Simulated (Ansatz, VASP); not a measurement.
## Ge (Germanium): VASP beside Ansatz

Aim: how closely do two programs agree when they are given the same cell, functional and k mesh? The cell is taken from a series of runs on this material, whose earlier steps may have relaxed, scaled, displaced or heated it; both programs get it as it stands.

Method: plane waves, with VASP 6.6.1 beside it; zone-centre phonons at PBEsol, in Ansatz 0.2.0.

## (1) The structure

Symmetry: R-3m, No. 166, trigonal system. Conventional cell: a = 3.853 Å, b = 3.853 Å, c = 9.988 Å, α = 90.00°, β = 90.00°, γ = 120.00°. Nearest to Ge lie 4 Ge at 2.39 to 2.44 Å.

## (2) Ansatz: zone-centre phonons, PBEsol

Ansatz runs on its PAW soft_1 files.

Second derivatives magnify differences that forces hide, and they need a tight electronic threshold.

input.yaml

```yaml
crystal:
  lattice:
    - [0.1060460736, 2.8303074208, 2.8303074208]
    - [2.8303074208, 0.1060460736, 2.8303074208]
    - [2.8303074208, 2.8303074208, 0.1060460736]
  atoms:
    - { symbol: Ge, position: [0.5026147141, 0.5026147141, 0.5026147141] }
    - { symbol: Ge, position: [0.7473852859, 0.7473852859, 0.7473852859] }
kpoints:
  mp_grid: { grid: [12, 12, 12], shift: [0.5, 0.5, 0.5] }
hamiltonian:
  xc: pbesol
  pseudopotentials: { kind: paw, azcp: { folder: soft_1 }, xc_functional: pbe }
scf:
  occupations: { method: gaussian, width: 0.015 }
output:
  eigenvalues: true
phonons:
  method: dfpt
```

Command:

```sh
$ ansatz run input.yaml --threads 4 --pin off --max-ram 10240MiB --backend cpu --events-out ev --progress --plain --runs-dir out
```

Numbers of over 12 decimals in the logs are rounded to 6 here.

The log of the run:

```text
Engine: ansatz 0.2.0, aarch64-unknown-linux-gnu
Pseudopotentials: kind: paw
Pseudopotential: Ge, paw, valence charge 14, recommended cutoff 420 eV (normal), soft_1/Ge.paw.azcp
Functional definition: PBEsol
  exchange = pbesol_x
  correlation = pbesol_c
Crystal: 2 atoms, lattice volume = 42.798 Å³
Basis set: ecut = 420 eV, 851 PW (Γ), exchange–correlation on 64×64×64 points (8 copies of the dense FFT grid, shifted against one another)
Bands: 18, of which v1, the nominal top of the filled ones, is band 14 counted from 1 (13 counted from 0)
Symmetry: 12 space group operations
k-points: 468 of 1728 (irreducible under 2 space group operations, time reversal used)
Non-local potential: Ge, projectors of the file, l = 0: 2, l = 1: 2, l = 2: 3, l = 3: 1
PAW form: soft (Blöchl's): semilocal exchange-correlation on the pseudo side does not see the compensation charge
PAW frozen core: Ge, regenerated for the run's functional, and the local potential with it (the file was generated under x = pbe(κ = 0.804, μ = 0.219515), c = pbe(β = 0.066725))
PAW one-centre angular grid: Ge, 590 points (default); XC on 64 Gauss nodes
Initial density: superposition of atomic densities (chi_scale 0.1, normalization cell)
Initial wavefunctions: pseudopotential atomic-orbital guess
Functional: x = pbesol(κ = 0.804, μ = 0.123457), c = pbesol(β = 0.046)
SCF iter   1: F=—  HF=-8507.007698 eV  |F-HF|=—  |Δ(HF+E_count)|=         —  Δρ=3.79e-2  dr2=4.97e-1  ethr=3.10e-3  ⟨swp⟩=6.0  Hψ=39556  notcnv=0
preconditioner: auto → none  [insulator: Δε(μ)=0.287 eV  Ē_g=23.532 eV  σ=0.015 eV  W_gap=1.00  n_scr=14 (ndim 8)  ℏωp=30.0 eV  f_vac=0.000  D(μ)=0.00/eV (n_scr^D=0)  ε∞_Penn≈2.6]
SCF iter   2: F=—  HF=-8506.930468 eV  |F-HF|=—  |Δ(HF+E_count)|=   7.72e-2  Δρ=1.78e-2  dr2=8.88e-2  ethr=1.78e-3  ⟨swp⟩=2.0  Hψ=14031  notcnv=0
SCF iter   3: F=—  HF=-8506.924059 eV  |F-HF|=—  |Δ(HF+E_count)|=   6.41e-3  Δρ=2.22e-3  dr2=6.55e-4  ethr=3.17e-4  ⟨swp⟩=2.6  Hψ=12151  notcnv=0
SCF iter   4: F=—  HF=-8506.924129 eV  |F-HF|=—  |Δ(HF+E_count)|=   6.97e-5  Δρ=3.44e-4  dr2=3.72e-5  ethr=2.34e-6  ⟨swp⟩=2.0  Hψ=16845  notcnv=0
SCF iter   5: F=—  HF=-8506.924074 eV  |F-HF|=—  |Δ(HF+E_count)|=   5.42e-5  Δρ=1.59e-4  dr2=5.54e-6  ethr=1.33e-7  ⟨swp⟩=2.0  Hψ=14982  notcnv=0
SCF iter   6: F=—  HF=-8506.924073 eV  |F-HF|=—  |Δ(HF+E_count)|=   1.18e-6  Δρ=1.95e-5  dr2=1.16e-7  ethr=1.98e-8  ⟨swp⟩=2.0  Hψ=14976  notcnv=0
SCF iter   7: F=—  HF=-8506.924073 eV  |F-HF|=—  |Δ(HF+E_count)|=   3.23e-7  Δρ=4.24e-6  dr2=4.47e-9  ethr=4.16e-10  ⟨swp⟩=2.0  Hψ=14927  notcnv=0
SCF iter   8: F=—  HF=-8506.924073 eV  |F-HF|=—  |Δ(HF+E_count)|=   1.50e-9  Δρ=2.62e-7  dr2=2.76e-11  ethr=1.60e-11  ⟨swp⟩=2.0  Hψ=14976  notcnv=0
SCF iter   9: F=-8506.924073 eV  HF=-8506.924073 eV  |F-HF|=3.64e-12  |Δ(HF+E_count)|=  4.91e-11  Δρ=1.21e-8  dr2=6.06e-14  ethr=1.00e-12  ⟨swp⟩=5.5  Hψ=32115  notcnv=0
SCF 1 converged in 9 iterations: F = -8506.924073 eV  dr2 = 6.06e-14
  greatest PAW one-centre occupation: 0.998 electrons in one spin orbital (limit 2), on the Ge atom at site 1 (counted from 0), in its partial waves of l = 2
DFPT response loops at Γ: preconditioner auto → Resta (q_TF=auto, 2.542 Å⁻¹)  ε∞=20.2 (no band partly filled); β = 1.00, the filter's whole step (`scf.mixing.beta` (0.50) is not read by the response loops at its default; to damp them type it under 1.00, their step now; it binds the ground state too); Broyden in place of MSR1
SCF converged after 9 iterations
Free energy (F): -8506.924073 eV
Harris-Foulkes:  -8506.924073 eV  (|F-HF|=3.64e-12)
Internal energy: -8506.924073 eV  (E = F + TS)
E sigma→0 (E₀):  -8506.924073 eV
Fermi energy:    9.420000 eV
--- Per-component energies (eV) ---
  E_band       = -285.085596
  E_kinetic    = 187.534673
  E_local      = -4421.222541  (includes V_loc(G=0)·N_el)
  E_nonlocal   = 439.515314
  E_hartree    = 2112.379447
  E_xc         = -143.067364
  E_vxc        = -131.486522  (∫ρ·V_xc dr)
  E_paw        = -3945.256182  (= ΣΔE_a)
  E_vpaw       = -584.185448  (= ΣTr[D̂ρ^β])
  E_aug_tail   = 0.000034  (compensation charges beyond the density's cutoff)
  E_ewald      = -2738.643329
  E_core_change = 1.835876  (= ΣΔE_core)
  E_smearing   = -0.000000  (= −TS)
  E_closure    = -0.000000  (closes the sum)
  Σ components = -8506.924073   (vs F -8506.924073, Δ=0.00e0)
--- Band table (eV; the first three rows and the last of 468) ---
  k-point 0: bands = [... 10 lower, -4.0363, 8.1414, 9.3466, 9.3466, 10.0231, 11.6266, 11.9889, 11.9889]
  k-point 1: bands = [... 10 lower, -3.9166, 7.2650, 8.4491, 9.2364, 10.5806, 12.0614, 12.1267, 12.5763]
  k-point 2: bands = [... 10 lower, -3.6157, 5.7988, 7.7826, 8.8454, 10.4361, 12.5585, 12.5989, 13.8942]
  k-point 467: bands = [... 10 lower, -1.7057, 1.3273, 7.2080, 7.6945, 9.4940, 12.6845, 13.0115, 16.1266]
--- Phonons (Γ-DFPT): 1 representative perturbation + reference, on 468 of 1728 k-points (Σ response iterations 3) ---
  k mesh reduced under 2 symmetry operations, with k and −k counted as one. Each operation leaves every solved perturbation unchanged. A smaller set is not used because it would not reduce the number of displacements times k-points to solve
  ASR residual: 1.945e-5 → 0.000e0 eV/Å²; symmetrization residual: 1.865e-12 eV/Å²
  ASR residual per site (eV/Å²): 1.95e-5 1.95e-5
  Γ frequencies (cm⁻¹): 0.00 0.00 0.00 300.74 311.76 311.76
  non-analytic LO–TO correction: not included (Born effective charges unavailable; polar crystals: no LO–TO splitting at Γ)
```

(Continued in part 2 of 3.)

[Lines on the potential files, build, host, timing and source positions are cut from VASP's logs without a mark.]

[Logs are printed without paths, hosts, clocks, repeated set-up lines and the standing remarks that a program may print on its own settings, such as how far it seeks lower states.]

[Hosts, paths, dates, database ids (printed as entryN), source tags and the programs' standing remarks are cut or masked in the printed files.]
